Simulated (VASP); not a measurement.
These are PBEsol GGA, VASP's PBE PAW potentials (set 64) (plane waves; VASP) values and carry that method's errors.

VASP input:

### POSCAR
```
CeO2
1
    0.0000000000     2.6224330211     2.6224330211
    2.6224330211     0.0000000000     2.6224330211
    2.6224330211     2.6224330211     0.0000000000
Ce O
1 2
Direct
  0.0000000000   0.0000000000   0.0000000000
  0.2500000000   0.2500000000   0.2500000000
  0.7500000000   0.7500000000   0.7500000000
```

File KPOINTS:
```
Regular mesh
0
G
7 7 7
0 0 0
```

**INCAR**
```
SYSTEM = CeO2
PREC = Accurate
ENCUT = 620
EDIFF = 1E-6
NELM = 100
ALGO = Normal
LREAL = .FALSE.
LASPH = .TRUE.
ISMEAR = 0
SIGMA = 0.05
GGA = PS
LMAXMIX = 6
LWAVE = .FALSE.
LCHARG = .FALSE.
IBRION = 2
ISIF = 3
NSW = 40
EDIFFG = -0.02
PSTRESS = 300
```

POTCAR, in this order: Ce O (PBE.64 set). Program: vasp_std.

The resulting files:

OUTCAR:
```
 ion  position               nearest neighbor table
   1  0.000  0.000  0.000-   3 2.27   3 2.27   3 2.27   2 2.27   3 2.27   2 2.27   2 2.27   2 2.27
  LATTYP: Found a face centered cubic cell.
 ALAT       =     5.2448660422
 Subroutine PRICEL returns:
 Original cell was already a primitive cell.
 Subroutine GETGRP returns: Found 48 space group operations
The static configuration has the point symmetry O_h .
The dynamic configuration has the point symmetry O_h .
 Subroutine INISYM returns: Found 48 space group operations
 Subroutine IBZKPT returns following result:
 Found     20 irreducible k-points:

 Following reciprocal coordinates:
            Coordinates               Weight
  0.000000  0.000000  0.000000      1.000000
  0.142857  0.000000  0.000000      8.000000
  0.285714  0.000000  0.000000      8.000000
  0.428571  0.000000  0.000000      8.000000
  0.142857  0.142857  0.000000      6.000000
  0.285714  0.142857  0.000000     24.000000
  0.428571  0.142857  0.000000     24.000000
 -0.428571  0.142857  0.000000     24.000000
 -0.285714  0.142857  0.000000     24.000000
 -0.142857  0.142857  0.000000     12.000000
  0.285714  0.285714  0.000000      6.000000
  0.428571  0.285714  0.000000     24.000000
 -0.428571  0.285714  0.000000     24.000000
 -0.285714  0.285714  0.000000     12.000000
  0.428571  0.428571  0.000000      6.000000
 -0.428571  0.428571  0.000000     12.000000
  0.428571  0.285714  0.142857     24.000000
 -0.428571  0.285714  0.142857     48.000000
 -0.428571  0.428571  0.142857     24.000000
 -0.285714  0.428571  0.142857     24.000000
   k-points           NKPTS =     20   k-points in BZ     NKDIM =     20   number of bands    NBANDS=     16
   number of dos      NEDOS =    301   number of ions     NIONS =      3
   total plane-waves  NPLWV =  27000
   dimension x,y,z NGX =    30 NGY =   30 NGZ =   30
   dimension x,y,z NGXF=    60 NGYF=   60 NGZF=   60
...
```

OSZICAR:
```
       N       E                     dE             d eps       ncg     rms          rms(c)
DAV:   1     0.242649115018E+03    0.24265E+03   -0.13076E+04   640   0.231E+03
DAV:   2     0.844622702665E+01   -0.23420E+03   -0.22325E+03   952   0.331E+02
DAV:   3    -0.308086227232E+02   -0.39255E+02   -0.33477E+02   840   0.159E+02
DAV:   4    -0.323122769730E+02   -0.15037E+01   -0.15034E+01   944   0.328E+01
DAV:   5    -0.323971802808E+02   -0.84903E-01   -0.84899E-01  1088   0.718E+00    0.417E+01
DAV:   6    -0.290070379448E+02    0.33901E+01   -0.67758E+01   944   0.597E+01    0.161E+01
DAV:   7    -0.286481853553E+02    0.35885E+00   -0.80245E+01   952   0.998E+01    0.262E+01
DAV:   8    -0.275507564428E+02    0.10974E+01   -0.32123E+00   920   0.207E+01    0.847E+00
DAV:   9    -0.273597213679E+02    0.19104E+00   -0.28107E+00  1088   0.148E+01    0.175E+00
DAV:  10    -0.273548174278E+02    0.49039E-02   -0.11361E-01   840   0.295E+00    0.882E-01
DAV:  11    -0.273634647768E+02   -0.86473E-02   -0.30568E-02  1128   0.149E+00    0.164E+00
DAV:  12    -0.273555700283E+02    0.78947E-02   -0.89139E-02   944   0.271E+00    0.183E-01
DAV:  13    -0.273556097358E+02   -0.39707E-04   -0.33696E-03   920   0.624E-01    0.173E-01
DAV:  14    -0.273556093885E+02    0.34736E-06   -0.10666E-04   896   0.779E-02    0.119E-01
DAV:  15    -0.273555916605E+02    0.17728E-04   -0.12309E-04  1048   0.115E-01    0.211E-02
DAV:  16    -0.273555878897E+02    0.37708E-05   -0.48753E-05  1000   0.576E-02    0.508E-03
DAV:  17    -0.273555872735E+02    0.61621E-06   -0.26955E-06   600   0.134E-02
   1 F= -.20601699E+02 E0= -.20601699E+02  d E =-.206017E+02
       N       E                     dE             d eps       ncg     rms          rms(c)
DAV:   1    -0.283055673876E+02   -0.94998E+00   -0.56943E+01   688   0.852E+01    0.320E+01
DAV:   2    -0.267338819746E+02    0.15717E+01   -0.62875E+00   928   0.285E+01    0.695E+00
DAV:   3    -0.264826741710E+02    0.25121E+00   -0.14334E+00   672   0.862E+00    0.233E+00
DAV:   4    -0.264650703225E+02    0.17604E-01   -0.32643E-01  1136   0.568E+00    0.715E-01
DAV:   5    -0.264652776108E+02   -0.20729E-03   -0.25670E-02   848   0.179E+00    0.634E-01
DAV:   6    -0.264715035001E+02   -0.62259E-02   -0.39649E-02  1216   0.901E-01    0.410E-01
DAV:   7    -0.264714353345E+02    0.68166E-04   -0.14386E-03   720   0.458E-01    0.242E-01
DAV:   8    -0.264713152289E+02    0.12011E-03   -0.31487E-03   808   0.689E-01    0.534E-02
DAV:   9    -0.264713081476E+02    0.70814E-05   -0.12976E-04   848   0.129E-01    0.105E-02
DAV:  10    -0.264713088279E+02   -0.68032E-06   -0.10272E-05   904   0.246E-02    0.993E-03
DAV:  11    -0.264713086484E+02    0.17945E-06   -0.19536E-06   496   0.141E-02
   2 F= -.20426027E+02 E0= -.20426027E+02  d E =0.175672E+00
       N       E                     dE             d eps       ncg     rms          rms(c)
DAV:   1    -0.281575750752E+02   -0.16863E+01   -0.27598E+01   664   0.555E+01    0.240E+01
DAV:   2    -0.276609388188E+02    0.49664E+00   -0.12820E+01   960   0.427E+01    0.481E+00
DAV:   3    -0.272936544699E+02    0.36728E+00   -0.61880E+00   936   0.217E+01    0.681E+00
DAV:   4    -0.271781523281E+02    0.11550E+00   -0.12090E+00   968   0.115E+01    0.415E-01
DAV:   5    -0.271754160873E+02    0.27362E-02   -0.31847E-02   960   0.159E+00    0.871E-01
DAV:   6    -0.271777800326E+02   -0.23639E-02   -0.60129E-03  1136   0.704E-01    0.283E-01
DAV:   7    -0.271774435477E+02    0.33648E-03   -0.70565E-03  1000   0.588E-01    0.381E-01
DAV:   8    -0.271757629179E+02    0.16806E-02   -0.78326E-03  1088   0.884E-01    0.145E-01
DAV:   9    -0.271758303066E+02   -0.67389E-04   -0.28652E-04   768   0.124E-01    0.165E-01
DAV:  10    -0.271757481269E+02    0.82180E-04   -0.52655E-04   936   0.205E-01    0.323E-02
DAV:  11    -0.271757445561E+02    0.35708E-05   -0.37533E-05   784   0.452E-02    0.270E-02
DAV:  12    -0.271757450178E+02   -0.46162E-06   -0.59310E-06   776   0.278E-02
   3 F= -.20640117E+02 E0= -.20640117E+02  d E =-.384180E-01
       N       E                     dE             d eps       ncg     rms          rms(c)
DAV:   1    -0.271696393290E+02    0.61052E-02   -0.42729E-03   672   0.711E-01    0.276E-01
DAV:   2    -0.271695159239E+02    0.12341E-03   -0.90036E-04   952   0.344E-01    0.416E-02
DAV:   3    -0.271695038794E+02    0.12044E-04   -0.53696E-04   944   0.206E-01    0.733E-02
DAV:   4    -0.271694835011E+02    0.20378E-04   -0.15927E-04   968   0.126E-01    0.592E-03
DAV:   5    -0.271694836481E+02   -0.14696E-06   -0.77500E-06  1000   0.166E-02
   4 F= -.20640146E+02 E0= -.20640146E+02  d E =-.384468E-01
```

**OUTCAR**
```
------------------------ aborting loop because EDIFF is reached ----------------------------------------
  FORCE on cell =-STRESS in cart. coord.  units (eV):
  Direction    XX          YY          ZZ          XY          YZ          ZX
  --------------------------------------------------------------------------------------
  Total        6.5291105      6.5291105      6.5291105      0.0000000      0.0000000     -0.0000000
  in kB      299.9895447    299.9895447    299.9895447      0.0000000      0.0000000     -0.0000000
  external PRESSURE =      -0.0104553 kB  Pullay stress =     300.0000000 kB
  volume of cell :       34.87
      direct lattice vectors                 reciprocal lattice vectors
    -0.000000000  2.593041668  2.593041668    -0.192823743  0.192823743  0.192823743
     2.593041668  0.000000000  2.593041668     0.192823743 -0.192823743  0.192823743
     2.593041668  2.593041668  0.000000000     0.192823743  0.192823743 -0.192823743
 POSITION                                       TOTAL-FORCE (eV/Angst)
 -----------------------------------------------------------------------------------
      2.59304      2.59304      5.18608        -0.000000      0.000000     -0.000000
      1.29652      1.29652      1.29652        -0.000000     -0.000000     -0.000000
      3.88956      3.88956      3.88956         0.000000      0.000000      0.000000
 -----------------------------------------------------------------------------------
    total drift:                                0.000000     -0.000000     -0.000000
  FREE ENERGIE OF THE ION-ELECTRON SYSTEM (eV)
  ---------------------------------------------------
  free  energy   TOTEN  =       -27.1694836481 eV

  energy  without entropy=      -27.1694836481  energy(sigma->0) =      -27.16948365
  enthalpy is  TOTEN    =       -20.6401455909 eV   P V=        6.5293380571

 reached required accuracy - stopping structural energy minimisation
```
(Selected blocks of OUTCAR.)

File CONTCAR:
```
CeO2
   1.00000000000000
    -0.0000000000000000    2.5930416682416477    2.5930416682416477
     2.5930416682416477    0.0000000000000000    2.5930416682416477
     2.5930416682416477    2.5930416682416477    0.0000000000000000
  Ce              O
     1     2
Direct
     1.0000000000000000    1.0000000000000000    0.0000000000000000
     0.2500000000000000    0.2500000000000000    0.2500000000000000
     0.7500000000000000    0.7500000000000000    0.7500000000000000
```

**OUTCAR**
```
 val. band max:        6.6918920377   @ k =  -0.2857   0.2857   0.0000

 cond. band min:       9.0230341100   @ k =  -0.4286   0.1429   0.0000


 Fermi energy:         6.9984685632

 k-point     1 :       0.0000    0.0000    0.0000
  band No.  band energies     occupation
      1     -25.6390      2.00000
      2      -9.8623      2.00000
      3      -8.9978      2.00000
      4      -7.5701      2.00000
      5      -7.5701      2.00000
      6      -7.5701      2.00000
      7       1.8825      2.00000
      8       1.8825      2.00000
      9       1.8825      2.00000
     10       5.7679      2.00000
     11       5.7679      2.00000
     12       5.7679      2.00000
     13       9.4605      0.00000
     14       9.4605      0.00000
     15       9.4605      0.00000
     16       9.8534      0.00000

 k-point     2 :       0.1429    0.0000    0.0000
  band No.  band energies     occupation
      1     -25.5687      2.00000
      2     -10.6784      2.00000
      3      -9.2040      2.00000
      4      -7.6508      2.00000
      5      -7.6508      2.00000
      6      -6.7921      2.00000
      7       2.1114      2.00000
      8       2.1114      2.00000
      9       2.5562      2.00000
     10       5.5892      2.00000
     11       5.6929      2.00000
     12       5.6929      2.00000
     13       9.4248      0.00000
     14       9.4248      0.00000
     15       9.4631      0.00000
     16       9.8761      0.00000

 k-point     3 :       0.2857    0.0000    0.0000
  band No.  band energies     occupation
      1     -25.4041      2.00000
      2     -11.8663      2.00000
      3      -9.6353      2.00000
      4      -7.8217      2.00000
      5      -7.8217      2.00000
      6      -5.6137      2.00000
      7       2.5711      2.00000
      8       2.5711      2.00000
      9       3.9753      2.00000
     10       5.3794      2.00000
     11       5.6275      2.00000
     12       5.6275      2.00000
     13       9.3377      0.00000
...
```

Energy and stress use the plane-wave basis of the starting cell.

The compound is CeO2 in the fluorite structure. This run relaxes it under an external pressure of 30 GPa. Symmetry was kept, so distortions that lower it aren't found. The run is not spin-polarised, so no magnetic state was tried.
